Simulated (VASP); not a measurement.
Consider the following.

```yaml
crystal:
  lattice:
    - [1.57737, -2.73208, 0.00000]
    - [1.57737, 2.73208, 0.00000]
    - [0.00000, 0.00000, 3.51197]
  atoms:
    - { symbol: Zr, position: [0.00000, 0.00000, 0.00000] }
    - { symbol: B, position: [0.33333, 0.66667, 0.50000] }
    - { symbol: B, position: [0.66667, 0.33333, 0.50000] }
```

The numbers are results of PBEsol GGA, VASP's PBE PAW potentials (set 64) (plane waves; VASP 6.6.1), not measurements. Run with 520 eV cut-off, 12×12×10 Γ-centred mesh, tetrahedra with Blöchl corrections, potentials Zr_sv B.

The cores are frozen, which limits the accuracy of field gradients.

**Question.** Give the principal components of the electric field gradient (V/Å²) and the asymmetry η at each nucleus.

**Answer.** 
| atom | Vxx | Vyy | Vzz | η |
|---|---|---|---|---|
| Zr1 | -22.5 | -22.5 | 45.0 | 0.00 |
| B2 | -0.9 | -0.9 | 1.9 | 0.00 |
| B3 | -0.9 | -0.9 | 1.9 | 0.00 |

The compound is ZrB2 in the AlB2 type structure. It was relaxed first.
